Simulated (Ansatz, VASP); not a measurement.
**One calculation of HPbNO4, two programs**

```
H Pb N O
1.0
     4.12040   -0.00081   -0.01120
     0.00404    6.42722    0.05360
     0.02791    3.20707    7.74994
H Pb N O
2 2 2 8
Direct
  0.90366 0.21821 0.48851
  0.40337 0.78177 0.51142
  0.39455 0.30863 0.70725
  0.89489 0.69135 0.29266
  0.63409 0.19990 0.20730
  0.13386 0.80012 0.79275
  0.90829 0.32866 0.54369
  0.53792 0.39076 0.19497
  0.53483 0.11279 0.10602
  0.83718 0.08887 0.32672
  0.40817 0.67132 0.45624
  0.03774 0.60924 0.80520
  0.03429 0.88737 0.89397
  0.33716 0.91101 0.67330
```

The cell was built by a generator and needn't be a form met in nature.

Alike in both runs: functional PBE; k mesh 7 × 5 × 4; occupations fermi-dirac, width 0.05 eV; no spin polarisation.

|  | VASP | Ansatz |
| --- | --- | --- |
| version | VASP 6.6.1 | Ansatz 0.2.0 |
| potentials or method | VASP PAW PBE potentials, release 64 (H, Pb_d, N, O) | Ansatz PAW |
| plane-wave cutoff (eV) | 520 | 420 |
| valence electrons in the cell | 88 | 88 |
| task | electrostatic potential | single point |

VASP gave:

| Quantity | Value |
| --- | --- |
| gap on the k mesh at the Fermi level (eV) | 3.27 |
| least direct gap on the mesh (eV) | 3.36 |
| pressure (GPa) | 0.6 |
| largest component of the traceless stress (GPa) | 0.52 |
| rms of the force components (eV/Å) | 0.148 |

**Question.** What did Ansatz give for the same quantities?

**Answer.** gap on the k mesh at the Fermi level (eV): 3.30; least direct gap on the mesh (eV): 3.39; pressure (GPa): 0.0; largest component of the traceless stress (GPa): 0.02; rms of the force components (eV/Å): 0.002.

Atom by atom the forces differ by 0.148 eV/Å (rms over components). One of these differences is far larger than is usual between the two programs; its cause wasn't traced. With one functional, cell and mesh, what is left measures potentials, basis and numerics.

Caveats: spin-orbit coupling is left out, which as a rule narrows the gap of such compounds by several tenths of an eV; the standard files for N, O and F lose accuracy on very short bonds (VASP); an odd mesh through Γ misses points on the zone boundary, where band edges often lie (VASP); odd divisions of the mesh miss points on the zone boundary, where band edges often lie, so the gap on the mesh can be too wide (Ansatz); the pressure holds a Pulay correction of +0.6 GPa for the finite cutoff (Ansatz).
